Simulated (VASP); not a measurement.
Data:

```yaml
crystal:
  lattice:
    - [0.00000, 2.80256, 2.80256]
    - [2.80256, 0.00000, 2.80256]
    - [2.80256, 2.80256, 0.00000]
  atoms:
    - { symbol: Ge, position: [0.00000, 0.00000, 0.00000] }
    - { symbol: Ge, position: [0.25000, 0.25000, 0.25000] }
```

All values below come from rev-vdW-DF2, VASP's PBE PAW potentials (set 64) (plane waves; VASP). Settings: 520 eV cut-off, 11×11×11 Γ-centred mesh, first-order Methfessel-Paxton smearing of 0.10 eV, potentials Ge_d.

### Question
Give the stress tensor in GPa (positive for a compressed cell).

### Answer

```
4.46  0.00  0.00
0.00  4.46  0.00
0.00  0.00  4.46
```
The pressure is its mean diagonal, 4.46 GPa.

The compound is Ge in the diamond structure. This cell is one point of a volume scan, at 0.94 of the reference volume.
